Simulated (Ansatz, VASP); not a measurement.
# CaSnF4 in two plane-wave programs, part 2 of 2

Aim: how closely do two programs agree when they are given the same cell, functional and k mesh? The cell is taken from a series of runs on this material, whose earlier steps may have relaxed, scaled, displaced or heated it; both programs get it as it stands.

VASP 6.6.1 and Ansatz 0.2.0.

So far: The structure; VASP: dielectric response, LDA.

### 3. Ansatz: dielectric response, LDA

Level of this step: Ansatz beside VASP: Kohn-Sham DFT, plane waves, LDA (Ansatz).

Ansatz runs on its default PAW (the set named soft_2) files.

The same cell, functional (in two slightly different forms) and mesh now go to Ansatz, which takes its cutoff from its data sets.

File input.yaml:

```yaml
crystal:
  lattice:
    - [4.004548, 0.0, 0.0]
    - [0.0, 4.004548, 0.0]
    - [0.0, 0.0, 5.780467]
  atoms:
    - { symbol: Ca, position: [0.0, 0.0, 0.5] }
    - { symbol: Sn, position: [0.5, 0.5, 0.0] }
    - { symbol: F, position: [0.5, 0.0, 0.265738] }
    - { symbol: F, position: [0.5, 0.0, 0.734262] }
    - { symbol: F, position: [0.0, 0.5, 0.734262] }
    - { symbol: F, position: [0.0, 0.5, 0.265738] }
kpoints:
  mp_grid: { grid: [6, 6, 4] }
hamiltonian:
  xc: lda
scf:
  occupations: { method: fixed }
dielectric: {}
```

Command:

```
$ ansatz run input.yaml --threads 4 --pin off --max-ram 7372MiB --backend cpu --events-out ev --progress --plain --runs-dir out
```

Numbers of over 12 decimals in the logs are rounded to 6 here.

The program printed:

```text
Engine: ansatz 0.2.0, x86_64-unknown-linux-gnu
Pseudopotentials: kind: paw
Pseudopotential: Ca, paw, valence charge 10, recommended cutoff 420 eV (normal), Ca.paw.azcp
Pseudopotential: Sn, paw, valence charge 14, recommended cutoff 420 eV (normal), Sn.paw.azcp
Pseudopotential: F, paw, valence charge 7, recommended cutoff 420 eV (normal), F.paw.azcp
Functional definition: SPW92
  exchange = slater_x
  correlation = pw_c
Crystal: 6 atoms, lattice volume = 92.698 Å³
Basis set: ecut = 420 eV, 1835 PW (Γ), exchange–correlation on 54×54×80 points (8 copies of the dense FFT grid, shifted against one another)
Bands: 32, of which v1, the nominal top of the filled ones, is band 26 counted from 1 (25 counted from 0)
Symmetry: 16 space group operations
k-points: 56 of 144 (irreducible under 2 space group operations, time reversal used)
Non-local potential: Ca, projectors of the file, l = 0: 3, l = 1: 2, l = 2: 2
Non-local potential: Sn, projectors of the file, l = 0: 2, l = 1: 2, l = 2: 2, l = 3: 2
Non-local potential: F, projectors of the file, l = 0: 2, l = 1: 2, l = 2: 1
PAW form: soft (Blöchl's): semilocal exchange-correlation on the pseudo side does not see the compensation charge
PAW frozen core: Ca, regenerated for the run's functional, and the local potential with it (the file was generated under x = pbe(κ = 0.804, μ = 0.219515), c = pbe(β = 0.066725))
PAW frozen core: Sn, regenerated for the run's functional, and the local potential with it (the file was generated under x = pbe(κ = 0.804, μ = 0.219515), c = pbe(β = 0.066725))
PAW frozen core: F, regenerated for the run's functional, and the local potential with it (the file was generated under x = pbe(κ = 0.804, μ = 0.219515), c = pbe(β = 0.066725))
PAW one-centre angular grid: Ca, 110 points (default); XC on 64 Gauss nodes
PAW one-centre angular grid: Sn, 590 points (default); XC on 64 Gauss nodes
PAW one-centre angular grid: F, 110 points (default); XC on 64 Gauss nodes
Initial density: superposition of atomic densities (neutral atoms: chi_scale 0, normalization atom), corrected by the library's trained network
Initial wavefunctions: pseudopotential atomic-orbital guess
Functional: x = slater, c = lda
SCF iter   1: F=—  HF=-10834.457540 eV  |F-HF|=—  |Δ(HF+E_count)|=         —  Δρ=2.07e-2  dr2=3.04e-1  ethr=1.77e-3  ⟨swp⟩=5.2  Hψ=6669  notcnv=0  defer=189
preconditioner: auto → Resta (q_TF=auto, 2.478 Å⁻¹)  ε∞=3.5  [insulator: Δε(μ)=3.177 eV  Ē_g=17.386 eV  n_scr=28 (ndim 8)  ℏωp=27.3 eV  f_vac=0.118  ε∞_Penn≈3.5]
SCF iter   2: F=—  HF=-10834.378462 eV  |F-HF|=—  |Δ(HF+E_count)|=   7.91e-2  Δρ=6.71e-3  dr2=1.41e-2  ethr=5.85e-4  ⟨swp⟩=2.0  Hψ=3227  notcnv=0  defer=212
SCF iter   3: F=—  HF=-10834.373977 eV  |F-HF|=—  |Δ(HF+E_count)|=   4.49e-3  Δρ=2.11e-3  dr2=2.49e-3  ethr=2.71e-5  ⟨swp⟩=2.6  Hψ=2994  notcnv=0  defer=223
SCF iter   4: F=—  HF=-10834.373101 eV  |F-HF|=—  |Δ(HF+E_count)|=   8.76e-4  Δρ=4.26e-4  dr2=1.16e-4  ethr=4.79e-6  ⟨swp⟩=3.3  Hψ=3291  notcnv=0  defer=223
SCF iter   5: F=—  HF=-10834.373074 eV  |F-HF|=—  |Δ(HF+E_count)|=   2.76e-5  Δρ=6.00e-5  dr2=4.43e-6  ethr=2.23e-7  ⟨swp⟩=2.0  Hψ=3165  notcnv=0  defer=205
SCF iter   6: F=—  HF=-10834.373074 eV  |F-HF|=—  |Δ(HF+E_count)|=   8.72e-7  Δρ=1.33e-5  dr2=3.05e-7  ethr=8.52e-9  ⟨swp⟩=1.4  Hψ=1816  notcnv=0  defer=139
SCF iter   7: F=—  HF=-10834.373075 eV  |F-HF|=—  |Δ(HF+E_count)|=   2.03e-7  Δρ=3.32e-6  dr2=1.13e-8  ethr=5.87e-10  ⟨swp⟩=2.0  Hψ=2458  notcnv=0  defer=139
SCF iter   8: F=—  HF=-10834.373075 eV  |F-HF|=—  |Δ(HF+E_count)|=   1.22e-8  Δρ=4.94e-7  dr2=2.37e-10  ethr=2.18e-11  ⟨swp⟩=2.2  Hψ=2921  notcnv=0  defer=139
SCF iter   9: F=-10834.373075 eV  HF=-10834.373075 eV  |F-HF|=1.82e-12  |Δ(HF+E_count)|=  1.07e-10  Δρ=1.05e-7  dr2=1.11e-11  ethr=1.00e-12  ⟨swp⟩=9.9  Hψ=7142  notcnv=0
SCF 1 converged in 9 iterations: F = -10834.373075 eV  dr2 = 1.11e-11
  greatest PAW one-centre occupation: 0.996 electrons in one spin orbital (limit 2), on the Ca atom at site 0 (counted from 0), in its partial waves of l = 0
DFPT response loops at Γ: preconditioner auto → Resta (q_TF=auto, 2.478 Å⁻¹)  ε∞=4.2 (no band partly filled); β = 1.00, the filter's whole step (`scf.mixing.beta` (0.50) is not read by the response loops at its default; to damp them type it under 1.00, their step now; it binds the ground state too); Broyden in place of MSR1
── the response to a field inside a basis, on 6×6×4 k-points: an SCF that follows is theirs, and a resumed run solves both again ──
Bands: 27, of which v1, the nominal top of the filled ones, is band 26 counted from 1 (25 counted from 0)
k-points: 12 of 144
Initial density: handed on by an earlier stage of this run
Initial wavefunctions: pseudopotential atomic-orbital guess (no wavefunctions were taken with the density)
Eigensolver: Dense (12 Hₖ)
SCF iter   1: F=—  HF=-10834.343584 eV  |F-HF|=—  |Δ(HF+E_count)|=         —  Δρ=7.18e-4  dr2=1.12e-4  ethr=1.00e-1
preconditioner: auto → Resta (q_TF=auto, 2.478 Å⁻¹)  ε∞=4.0  [insulator: Δε(μ)=3.811 eV  Ē_g=15.672 eV  n_scr=28 (ndim 8)  ℏωp=27.3 eV  f_vac=0.117  ε∞_Penn≈4.0]
SCF iter   2: F=—  HF=-10834.343540 eV  |F-HF|=—  |Δ(HF+E_count)|=   4.40e-5  Δρ=2.23e-4  dr2=3.00e-5  ethr=2.16e-7
SCF iter   3: F=—  HF=-10834.343533 eV  |F-HF|=—  |Δ(HF+E_count)|=   7.24e-6  Δρ=1.25e-4  dr2=4.31e-6  ethr=5.76e-8
SCF iter   4: F=-10834.343531 eV  HF=-10834.343531 eV  |F-HF|=4.82e-9  |Δ(HF+E_count)|=   1.74e-6  Δρ=7.77e-6  dr2=4.14e-8  ethr=8.28e-9
SCF 1 converged in 4 iterations: F = -10834.343531 eV  dr2 = 4.14e-8
DFPT response loops at Γ: preconditioner auto → Resta (q_TF=auto, 2.478 Å⁻¹)  ε∞=4.0 (no band partly filled); β = 1.00, the filter's whole step (`scf.mixing.beta` (0.50) is not read by the response loops at its default; to damp them type it under 1.00, their step now; it binds the ground state too); Broyden in place of MSR1
SCF converged after 9 iterations
Free energy (F): -10834.373075 eV
Harris-Foulkes:  -10834.373075 eV  (|F-HF|=1.82e-12)
Internal energy: -10834.373075 eV  (E = F + TS)
E sigma→0 (E₀):  -10834.373075 eV
Fermi energy:    4.837559 eV
--- Per-component energies (eV) ---
  E_band       = -394.236714
  E_kinetic    = 1280.124699
  E_local      = -3909.974144  (includes V_loc(G=0)·N_el)
  E_nonlocal   = 339.906369
  E_hartree    = 1623.430262
  E_xc         = -827.628932
  E_vxc        = -673.729055  (∫ρ·V_xc dr)
  E_paw        = -5553.734205  (= ΣΔE_a)
  E_vpaw       = -677.433151  (= ΣTr[D̂ρ^β])
  E_aug_tail   = 0.008032  (compensation charges beyond the density's cutoff)
  E_ewald      = -3787.666228
  E_core_change = 1.161071  (= ΣΔE_core)
  E_smearing   = -0.000000  (= −TS)
  E_closure    = -0.000000  (closes the sum)
  Σ components = -10834.373075   (vs F -10834.373075, Δ=0.00e0)
--- Band table (eV; the first three rows and the last of 56) ---
  k-point 0: bands = [... 22 lower, 2.3769, 2.3769, 2.5043, 3.0595, 9.3311, 10.7125, 10.8902, 10.8902, ... 2 higher]
  k-point 1: bands = [... 22 lower, 2.2999, 2.3801, 2.3801, 3.7037, 8.7112, 10.9023, 10.9023, 10.9348, ... 2 higher]
  k-point 2: bands = [... 22 lower, 2.2011, 2.3858, 2.3858, 4.1451, 8.2176, 10.9141, 10.9141, 11.2458, ... 2 higher]
  k-point 55: bands = [... 22 lower, 2.4811, 2.5162, 2.5896, 4.8353, 9.4466, 9.4466, 10.8819, 11.7764, ... 2 higher]
--- Dielectric response (ions clamped): 3 representative field directions + reference, inside a basis on a mesh of 144 k-points (Σ response iterations 18) ---
  ε∞ (high-frequency dielectric tensor):
        3.105520     0.000000     0.000000
        0.000000     3.105520     0.000000
        0.000000     0.000000     2.966571
  Born effective charges Z* (e; rows j = field, columns β = displacement):
    site 0:
         2.37327    0.00000    0.00000
         0.00000    2.37327    0.00000
         0.00000    0.00000    2.86423
    site 1:
         3.33267    0.00000    0.00000
         0.00000    3.33267    0.00000
         0.00000    0.00000    2.92227
    site 2:
        -1.01031    0.00000   -0.00000
        -0.00000   -1.84266    0.00000
        -0.00000   -0.00000   -1.44663
    site 3:
        -1.01031    0.00000    0.00000
        -0.00000   -1.84266   -0.00000
         0.00000    0.00000   -1.44663
    site 4:
        -1.84266   -0.00000   -0.00000
         0.00000   -1.01031    0.00000
        -0.00000    0.00000   -1.44663
    site 5:
        -1.84266   -0.00000    0.00000
         0.00000   -1.01031    0.00000
         0.00000    0.00000   -1.44663
  Z* charge neutrality: 1.376e-3 e pre-enforcement
  solved inside a basis spanned on kpoints, on 6×6×4 k-points, its susceptibility summed on 10×10×8: ε∞ is read to err by 6.8e-3, Z* by 1.5e-2 e (field_mesh: kpoints solves on kpoints); Z* is corrected for what the basis lacks
```

In the SCF lines HF is the Harris–Foulkes energy and dr2 the Hartree energy of the density residual, in eV; the loop may stop once dr2 is under the threshold and the program's other checks hold. Hψ counts applications of the Hamiltonian.

### 4. Side by side

Known differences besides the potentials themselves: the two LDA forms differ slightly; fixed occupations in Ansatz, narrow Gaussian smearing in VASP; VASP's response is taken on the typed mesh, Ansatz refines its own for the field response alone; the cutoff is 420 eV in Ansatz and 520 eV in VASP; VASP's log shows a relativistic correction to its local exchange, Ansatz's none. Total energies have different zeros and are not compared.

Both answers:

| quantity | Ansatz | VASP | difference |
| --- | --- | --- | --- |
| ε∞ xx | 3.11 | 3.11 | -0.04 % |
| ε∞ yy | 3.11 | 3.11 | -0.04 % |
| ε∞ zz | 2.97 | 2.97 | +0.02 % |

### 5. What came out

```json
{
  "difference in ε∞ xx (dielectric response, LDA)": "-0.044 %"
}
```

What this shows: The difference in ε∞ xx is -0.044 % (dielectric response, LDA), within the 5 % picked in this series as the mark of a large difference. How closely two codes agree says nothing of how well the functional describes the real material.

[Lines on the potential files, build, host, timing and source positions are cut from VASP's logs without a mark.]

[Logs are printed without paths, hosts, clocks, repeated set-up lines and the standing remarks that a program may print on its own settings, such as how far it seeks lower states.]

[Hosts, paths, dates, database ids (printed as entryN), source tags and the programs' standing remarks are cut or masked in the printed files.]
